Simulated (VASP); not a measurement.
A convergence study with VASP on CsBr (space group no. 221 when undisturbed): one setting is varied, all else stays as given below, so the limit is that of these other settings. One atom is moved off its site, so that forces are finite.

```xyz
2
Lattice="4.2686 0.0000 0.0000 0.0000 4.2686 0.0000 0.0000 0.0000 4.2686" Properties=species:S:1:pos:R:3 pbc="T T T"
Cs     0.0000     0.0000     0.0500
Br     2.1343     2.1343     2.1343
```

Calculation: PBE GGA, VASP's PBE PAW potentials (set 64) (plane waves; VASP 6.6.1). The tightest run used: 300 eV cut-off, 17×17×17 Γ-centred mesh, Fermi-Dirac smearing of 0.020 eV, potentials Cs_sv Br.

Unless said otherwise, spin-orbit coupling is left out, though it shifts the bands of the heavy elements here. Gaps are read on the run's mesh, which can miss a band edge.

Q: The settings run are 2×2×2 mesh; 3×3×3 mesh; 4×4×4 mesh; 5×5×5 mesh; 7×7×7 mesh; 8×8×8 mesh; 9×9×9 mesh; 10×10×10 mesh; 11×11×11 mesh; 12×12×12 mesh; 14×14×14 mesh; 15×15×15 mesh; 17×17×17 mesh. From which on does the stress (every component) stay within 0.1 GPa of the tightest run?

A: From 3×3×3 mesh on: it is off by 0.06 there and by no more than 0.1 in any finer run, while 2×2×2 mesh is off by 0.93.
```
setting        E (eV/atom)  pressure (GPa)  largest force (eV/Å)  gap on the mesh (eV)  irreducible k-points  difference judged (GPa)
-------------  -----------  --------------  --------------------  --------------------  --------------------  -----------------------
2×2×2 mesh         -2.9150            2.23                 0.028                 4.510                     6                     0.93
3×3×3 mesh         -2.9928            1.36                 0.047                 4.557                     6                     0.06
4×4×4 mesh         -2.9975            1.31                 0.048                 4.562                    18                     0.01
5×5×5 mesh         -2.9981            1.30                 0.048                 4.563                    18                     0.00
7×7×7 mesh         -2.9981            1.30                 0.048                 4.563                    40                     0.00
8×8×8 mesh         -2.9981            1.30                 0.048                 4.563                    75                     0.00
9×9×9 mesh         -2.9981            1.30                 0.048                 4.563                    75                     0.00
10×10×10 mesh      -2.9981            1.30                 0.048                 4.563                   126                     0.00
11×11×11 mesh      -2.9981            1.30                 0.048                 4.563                   126                     0.00
12×12×12 mesh      -2.9981            1.30                 0.048                 4.563                   196                     0.00
14×14×14 mesh      -2.9981            1.30                 0.048                 4.563                   288                     0.00
15×15×15 mesh      -2.9981            1.30                 0.048                 4.563                   288                     0.00
17×17×17 mesh      -2.9981            1.30                 0.048                 4.563                   405                     0.00
```

Left out are rungs that failed or repeat a setting and relaxations that didn't move; long series are thinned to 24 rows.

The structure is a typed CsBr crystal (space group no. 221). The cell was not relaxed at this level, it is distorted from the ideal structure.
